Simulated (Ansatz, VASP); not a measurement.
# TaN in two plane-wave programs, part 2 of 2

Aim: how closely do two programs agree when they are given the same cell, functional and k mesh? The cell is taken from a series of runs on this material, whose earlier steps may have relaxed, scaled, displaced or heated it; both programs get it as it stands.

VASP 6.6.1 and Ansatz 0.2.0.

So far: Set-up; Ansatz: zone-centre phonons, PBEsol, pair 1; VASP: zone-centre phonons, PBEsol, pair 1; Comparison.

## Step 5: Ansatz: zone-centre phonons, PBEsol, pair 2

Level of this step: Ansatz beside VASP: Kohn-Sham DFT, plane waves, PBEsol (Ansatz).

Second derivatives magnify differences that forces hide, and they need a tight electronic threshold. The cell compared in this pair holds 21.77 Å³, against 21.35 Å³ for the pair before.

The cell is taken from a series of runs on this material, whose earlier steps may have relaxed, scaled, displaced or heated it; both programs get it as it stands.

File input.yaml:

```yaml
crystal:
  lattice:
    - [0.0, 2.2161785257, 2.2161785257]
    - [2.2161785257, 0.0, 2.2161785257]
    - [2.2161785257, 2.2161785257, 0.0]
  atoms:
    - { symbol: "N", position: [0.0, 0.0, 0.0] }
    - { symbol: Ta, position: [0.5, 0.5, 0.5] }
kpoints:
  mp_grid: { grid: [16, 16, 16] }
hamiltonian:
  xc: pbesol
  pseudopotentials: { kind: paw, azcp: { folder: soft_1 }, xc_functional: pbe }
scf:
  occupations: { method: methfessel_paxton, width: 0.2 }
output:
  eigenvalues: true
phonons:
  method: dfpt
```

On the command line:

```
ansatz run input.yaml --threads 4 --pin off --max-ram 10240MiB --backend cpu --events-out ev --progress --plain --runs-dir out
```

Numbers of over 12 decimals in the logs are rounded to 6 here.

The log of the run:

```text
[...]
Crystal: 2 atoms, lattice volume = 21.769 Å³
Basis set: ecut = 420 eV, 411 PW (Γ), exchange–correlation on 48×48×48 points (8 copies of the dense FFT grid, shifted against one another)
Bands: 13, of which v1, the nominal top of the filled ones, is band 9 counted from 1 (8 counted from 0)
Symmetry: 48 space group operations
k-points: 349 of 4096 (irreducible under 8 space group operations, time reversal used)
[...]
k-point 2: bands = [... 5 lower, 15.5980, 16.1097, 16.1097, 19.3339, 19.3339, 19.3595, 22.2237, 22.2237, ... 4 higher]
  k-point 348: bands = [... 5 lower, 13.5558, 14.1890, 14.1890, 20.6944, 20.6944, 24.3416, 24.7677, 25.2130, ... 4 higher]
[...]
ASR residual: 2.219e-5 → 0.000e0 eV/Å²; symmetrization residual: 4.899e-7 eV/Å²
  ASR residual per site (eV/Å²): 2.22e-5 3.57e-6
  Γ frequencies (cm⁻¹): 0.00 0.00 0.00 356.07 356.07 356.07
[...]
[key lines of the parts left out:]
SCF converged after 8 iterations
Free energy (F): -10187.945347 eV
Fermi energy:    20.863108 eV
```

## Step 6: VASP: zone-centre phonons, PBEsol, pair 2

The same cell, functional, mesh and smearing now go to VASP, with its own data sets.

File INCAR:

```
SYSTEM = TaN
PREC = Accurate
ENCUT = 600
EDIFF = 1E-08
NELM = 120
ISMEAR = 1
SIGMA = 0.2
LREAL = .FALSE.
ALGO = Normal
GGA = PS
NBANDS = 14
LASPH = .TRUE.
LORBIT = 11
LWAVE = .FALSE.
LCHARG = .FALSE.
ISIF = 2
IBRION = 8
GGA_COMPAT = .FALSE.
KPAR = 2
```

File POSCAR:

```
TaN
1.0
    0.0000000000      2.2161785257      2.2161785257
    2.2161785257      0.0000000000      2.2161785257
    2.2161785257      2.2161785257      0.0000000000
N Ta
1 1
Direct
    0.0000000000      0.0000000000      0.0000000000
    0.5000000000      0.5000000000      0.5000000000
```

File KPOINTS:

```
Automatic mesh
0
Gamma
16 16 16
0 0 0
```

PAW data sets: N and Ta_pv (PBE family, release 64).

On the command line:

```
mpirun -np 2 vasp_std
```

The log of the run:

```text
[banner, memory and clock lines left out]
running    2 mpi-ranks, on    1 nodes
[...]
[... a notice as in an earlier step ...]

 LDA part: xc-table for (Slater+PW92), standard interpolation
 POSCAR, INCAR and KPOINTS ok, starting setup
[...]
entering main loop
       N       E                     dE             d eps       ncg     rms          rms(c)
DAV:   1     0.957765812262E+02    0.95777E+02   -0.97349E+03  4068   0.134E+03
DAV:   2    -0.225090460495E+02   -0.11829E+03   -0.11148E+03  5026   0.340E+02
DAV:   3    -0.259565306850E+02   -0.34475E+01   -0.33950E+01  4676   0.544E+01
DAV:   4    -0.259780169919E+02   -0.21486E-01   -0.21462E-01  4758   0.418E+00
[...]
DAV:  13    -0.231835310809E+02    0.10698E-06   -0.79754E-08  4432   0.276E-03    0.765E-04
DAV:  14    -0.231835310693E+02    0.11601E-07   -0.44702E-09  3200   0.766E-04    0.369E-04
DAV:  15    -0.231835310656E+02    0.36177E-08   -0.73853E-10  2270   0.358E-04
   1 F= -.23183531E+02 E0= -.23182757E+02  d E =-.232295E-02
[...]
RMM:  10    -0.232513735415E+00    0.51396E-07   -0.90151E-09 19843   0.932E-05    0.245E-05
RMM:  11    -0.232513716903E+00    0.18513E-07    0.12211E-09 19052   0.265E-05    0.129E-05
RMM:  12    -0.232513714843E+00    0.20594E-08   -0.25740E-09 17986   0.107E-05    0.441E-06
 first order change of Fermi-energy  -0.63446E-04
 force on displaced ion       1 direction 1 :  -6.081   0.000   0.000
 Linear response progress:
  Degree of freedom:   2/  2
       N       E                     dE             d eps       ncg     rms          rms(c)
RMM:   1    -0.137803713578E+00   -0.13780E+00    0.11583E+01 10307   0.247E+01
RMM:   2    -0.166533592131E+00   -0.28730E-01   -0.27132E-02 15361   0.150E+00    0.109E-01
RMM:   3    -0.165787037675E+00    0.74655E-03   -0.19473E-03 17731   0.279E-01    0.502E-02
RMM:   4    -0.165284405665E+00    0.50263E-03   -0.18273E-04 19024   0.907E-02    0.189E-02
[...]
RMM:  11    -0.165063238593E+00   -0.10635E-07   -0.16239E-08 21000   0.859E-05    0.736E-06
RMM:  12    -0.165063207170E+00    0.31423E-07   -0.22921E-09 18624   0.482E-05    0.119E-06
RMM:  13    -0.165063214604E+00   -0.74341E-08    0.24901E-11 18535   0.249E-05    0.805E-07
 first order change of Fermi-energy   0.33275E-03
 force on displaced ion       2 direction 1 :  -6.083   0.000   0.000
 Linear response finished
```

Parts of OUTCAR (step 6):

```text
  Total       -1.6203843     -1.6203843     -1.6203843      0.0000000      0.0000000     -0.0000000
  in kB     -119.2571373   -119.2571373   -119.2571373      0.0000000      0.0000000     -0.0000000
  external PRESSURE =    -119.2571373 kB  Pullay stress =       0.0000000 kB

 POSITION                                       TOTAL-FORCE (eV/Angst)
 -----------------------------------------------------------------------------------
      0.00000      0.00000      0.00000         0.000000      0.000000     -0.000000
      2.21618      2.21618      2.21618         0.000000     -0.000000      0.000000
 -----------------------------------------------------------------------------------
    total drift:                                0.000000      0.000000      0.000000

[... 1 part as in an earlier step ...]

[... 1 further part left out ...]
```

## Step 7: Side by side

What differs besides the data sets and the points named for the pairs above, as far as they apply: the data sets hold 18 valence electrons in Ansatz (on its PAW soft_1 files) and 16 in VASP. Total energies have different zeros and are not compared.

Compared:

```
                  quantity  Ansatz   VASP  difference
optical mode 1 to 3 (cm⁻¹)   356.1  356.7     -0.19 %
```

Modes are paired by rising frequency, not by their patterns, so a pair may set unlike modes beside each other; they are those without the splitting of longitudinal modes.

## Step 8: Ansatz: zone-centre phonons, PBEsol, pair 3

Second derivatives magnify differences that forces hide, and they need a tight electronic threshold. The cell compared in this pair holds 22.19 Å³, against 21.77 Å³ for the pair before.

The cell is taken from a series of runs on this material, whose earlier steps may have relaxed, scaled, displaced or heated it; both programs get it as it stands.

input.yaml, the sections that differ from step 5:

```yaml
crystal:
  lattice:
    - [0.0, 2.2302946931, 2.2302946931]
    - [2.2302946931, 0.0, 2.2302946931]
    - [2.2302946931, 2.2302946931, 0.0]
  atoms:
    - { symbol: "N", position: [0.0, 0.0, 0.0] }
    - { symbol: Ta, position: [0.5, 0.5, 0.5] }
# kpoints, hamiltonian, scf, output, phonons: as in step 5
```

On the command line:

```
ansatz run input.yaml --threads 4 --pin off --max-ram 10240MiB --backend cpu --events-out ev --progress --plain --runs-dir out
```

The log of the run:

```text
[...]
Crystal: 2 atoms, lattice volume = 22.188 Å³
Basis set: ecut = 420 eV, 411 PW (Γ), exchange–correlation on 48×48×48 points (8 copies of the dense FFT grid, shifted against one another)
Bands: 13, of which v1, the nominal top of the filled ones, is band 9 counted from 1 (8 counted from 0)
Symmetry: 48 space group operations
k-points: 349 of 4096 (irreducible under 8 space group operations, time reversal used)
[...]
k-point 2: bands = [... 5 lower, 15.2379, 15.7574, 15.7574, 18.9398, 18.9398, 18.9581, 21.7536, 21.7536, ... 4 higher]
  k-point 348: bands = [... 5 lower, 13.2400, 13.8333, 13.8333, 20.2677, 20.2677, 23.8037, 24.1794, 24.6449, ... 4 higher]
[...]
ASR residual: 1.946e-5 → 0.000e0 eV/Å²; symmetrization residual: 2.926e-7 eV/Å²
  ASR residual per site (eV/Å²): 1.95e-5 2.23e-6
  Γ frequencies (cm⁻¹): 0.00 0.00 0.00 330.31 330.31 330.31
[...]
[key lines of the parts left out:]
SCF converged after 8 iterations
Free energy (F): -10187.904523 eV
Fermi energy:    20.430433 eV
```

## Step 9: VASP: zone-centre phonons, PBEsol, pair 3

The same cell, functional, mesh and smearing now go to VASP, with its own data sets.

INCAR is that of step 6.

File POSCAR:

```
TaN
1.0
    0.0000000000      2.2302946931      2.2302946931
    2.2302946931      0.0000000000      2.2302946931
    2.2302946931      2.2302946931      0.0000000000
N Ta
1 1
Direct
    0.0000000000      0.0000000000      0.0000000000
    0.5000000000      0.5000000000      0.5000000000
```

KPOINTS is that of step 6.

On the command line:

```
mpirun -np 2 vasp_std
```

The log of the run:

```text
[... set-up lines as in an earlier step ...]
 entering main loop
       N       E                     dE             d eps       ncg     rms          rms(c)
DAV:   1     0.957157195731E+02    0.95716E+02   -0.96976E+03  4060   0.134E+03
DAV:   2    -0.224604946058E+02   -0.11818E+03   -0.11123E+03  5092   0.337E+02
DAV:   3    -0.259260461094E+02   -0.34656E+01   -0.34180E+01  4642   0.547E+01
DAV:   4    -0.259441900744E+02   -0.18144E-01   -0.18138E-01  4792   0.416E+00
[...]
DAV:  13    -0.231456601193E+02    0.89056E-07   -0.61796E-08  4402   0.254E-03    0.811E-04
DAV:  14    -0.231456601049E+02    0.14465E-07   -0.43176E-09  2912   0.721E-04    0.225E-04
DAV:  15    -0.231456601021E+02    0.27376E-08   -0.48423E-10  2240   0.272E-04
   1 F= -.23145660E+02 E0= -.23144898E+02  d E =-.228541E-02
 Linear response reoptimize wavefunctions to high precision
DAV:   1    -0.231456601023E+02   -0.20464E-09   -0.65170E-11  3230   0.708E-05
DAV:   2    -0.231456601023E+02    0.35470E-10   -0.81107E-12  2270   0.225E-05
 Linear response DOF=           2
 Linear response progress:
[...]
RMM:   9    -0.232076858769E+00    0.13284E-05   -0.60111E-09 17528   0.310E-04    0.276E-05
RMM:  10    -0.232076814883E+00    0.43886E-07   -0.14764E-08 19868   0.101E-04    0.252E-05
RMM:  11    -0.232076813102E+00    0.17809E-08   -0.71483E-09 18225   0.328E-05    0.262E-05
 first order change of Fermi-energy  -0.64919E-04
 force on displaced ion       1 direction 1 :  -5.238   0.000   0.000
 Linear response progress:
  Degree of freedom:   2/  2
       N       E                     dE             d eps       ncg     rms          rms(c)
RMM:   1    -0.138459833030E+00   -0.13846E+00    0.11627E+01 10314   0.247E+01
RMM:   2    -0.167191712204E+00   -0.28732E-01   -0.27463E-02 15370   0.151E+00    0.108E-01
RMM:   3    -0.166439195832E+00    0.75252E-03   -0.19047E-03 17761   0.275E-01    0.498E-02
RMM:   4    -0.165935551463E+00    0.50364E-03   -0.16826E-04 19033   0.898E-02    0.190E-02
[...]
RMM:  11    -0.165712942782E+00   -0.12543E-07   -0.12032E-07 21035   0.924E-05    0.686E-06
RMM:  12    -0.165712906747E+00    0.36034E-07   -0.57902E-08 18678   0.543E-05    0.159E-06
RMM:  13    -0.165712912176E+00   -0.54285E-08   -0.44346E-08 18457   0.308E-05    0.865E-07
 first order change of Fermi-energy   0.34918E-03
 force on displaced ion       2 direction 1 :  -5.236   0.000   0.000
 Linear response finished
```

From OUTCAR (step 9):

```text
  Total       -2.4187824     -2.4187824     -2.4187824      0.0000000      0.0000000     -0.0000000
  in kB     -174.6588643   -174.6588643   -174.6588643      0.0000000      0.0000000     -0.0000000
  external PRESSURE =    -174.6588643 kB  Pullay stress =       0.0000000 kB

 POSITION                                       TOTAL-FORCE (eV/Angst)
 -----------------------------------------------------------------------------------
      0.00000      0.00000      0.00000        -0.000000     -0.000000     -0.000000
      2.23029      2.23029      2.23029         0.000000      0.000000      0.000000
 -----------------------------------------------------------------------------------
    total drift:                                0.000000      0.000000      0.000000

[... 1 part as in an earlier step ...]

[... 1 further part left out ...]
```

## Step 10: Differences

What differs besides the data sets and the points named for the pairs above, as far as they apply: the data sets hold 18 valence electrons in Ansatz (on its PAW soft_1 files) and 16 in VASP. Total energies have different zeros and are not compared.

Compared:

```
                  quantity  Ansatz   VASP  difference
optical mode 1 to 3 (cm⁻¹)   330.3  331.1     -0.23 %
```

Modes are paired by rising frequency, not by their patterns, so a pair may set unlike modes beside each other; they are those without the splitting of longitudinal modes.

## Step 11: Outcome

* r.m.s. difference of the optical zone-centre modes, each program's sorted by frequency (zone-centre phonons, PBEsol, pair 1): 0.89 cm⁻¹
* r.m.s. difference of the optical zone-centre modes, each program's sorted by frequency (zone-centre phonons, PBEsol, pair 2): 0.66 cm⁻¹
* r.m.s. difference of the optical zone-centre modes, each program's sorted by frequency (zone-centre phonons, PBEsol, pair 3): 0.75 cm⁻¹

What this shows: The r.m.s. difference of the optical zone-centre modes, each program's sorted by frequency is 0.89 cm⁻¹ (zone-centre phonons, PBEsol, pair 1). The data sets hold unlike numbers of valence electrons (18 in Ansatz and 16 in VASP), so part of the differences comes from the potentials. Such differences can come from data sets, numerical settings and the points named under the comparisons, not from the functional's error against experiment.

[Lines on the potential files, build, host, timing and source positions are cut from VASP's logs without a mark.]

[Logs are printed without paths, hosts, clocks, repeated set-up lines and the standing remarks that a program may print on its own settings, such as how far it seeks lower states.]

[Hosts, paths, dates, database ids (printed as entryN), source tags and the programs' standing remarks are cut or masked in the printed files.]
